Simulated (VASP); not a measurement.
ZrAl3B3N:

```
Zr Al B N
1.0
     3.86462    0.00000    0.00000
     0.00000    3.86462    0.00000
     0.00000    0.00000    7.23263
Zr Al B N
1 3 3 1
Direct
  0.00000 0.00000 0.00000
  0.50000 0.50000 0.76362
  0.50000 0.50000 0.23638
  0.00000 0.00000 0.50000
  0.00000 0.50000 0.00000
  0.50000 0.00000 0.00000
  0.50000 0.50000 0.50000
  0.50000 0.50000 0.00000
```

The cell was built by a generator and needn't be a form met in nature.

* Program: VASP 6.6.1
* Task: relaxation of cell and atoms
* Functional: PBE
* Potentials or basis: VASP PAW PBE potentials, release 64 (Zr_sv, Al, B, N)
* Cutoff: 520 eV
* k mesh: 4 × 4 × 2
* Occupations: gaussian, width 0.15 eV
* Spin: no spin polarisation

At the start: pressure 26.3 GPa; volume 13.50 Å³/atom.

Task: Where does the relaxation end?

Result: Over 12 steps the energy falls by 316.1 meV/atom and the volume is 17.71 Å³/atom (+31.2 %); space group P4/mmm (No. 123, to 0.05 Å).

The path:
```tsv
step	energy change (eV)	largest force (eV/Å)	pressure (GPa)	volume (Å³)
1	0.0000	2.2237	26.35	108.02
2	-1.3967	2.3231	-3.79	146.58
3	-2.0472	1.4614	3.66	131.49
4	-2.0780	1.8164	0.72	136.34
5	-2.4906	0.4275	-1.68	143.50
6	-2.5038	0.1146	-1.86	145.37
7	-2.5054	0.0211	-1.92	144.92
8	-2.5187	0.2910	1.01	140.50
9	-2.5275	0.1642	-0.05	142.17
10	-2.5275	0.1583	-0.19	142.29
11	-2.5276	0.1423	-0.12	142.24
12	-2.5289	0.0449	-0.12	141.70
```

Final structure:
```xyz
8
Lattice="4.3531 0.0000 0.0000 0.0000 4.3531 0.0000 0.0000 0.0000 7.4780" Properties=species:S:1:pos:R:3 pbc="T T T"
Zr    0.0000    4.3531    0.0000
Al    2.1765    2.1765    5.6987
Al    2.1765    2.1765    1.7792
Al    0.0000    4.3531    3.7390
B     0.0000    2.1765    0.0000
B     2.1765    4.3531    0.0000
B     2.1765    2.1765    3.7390
N     2.1765    2.1765    0.0000
```

Caveat: the k mesh is coarse (spacing up to 0.43 Å⁻¹), so the values aren't converged; the volume moved by over 15 % at a fixed basis, so the end points are rough; the relaxation stopped at a loose force limit of 0.08 eV/Å, so its end isn't a converged minimum.
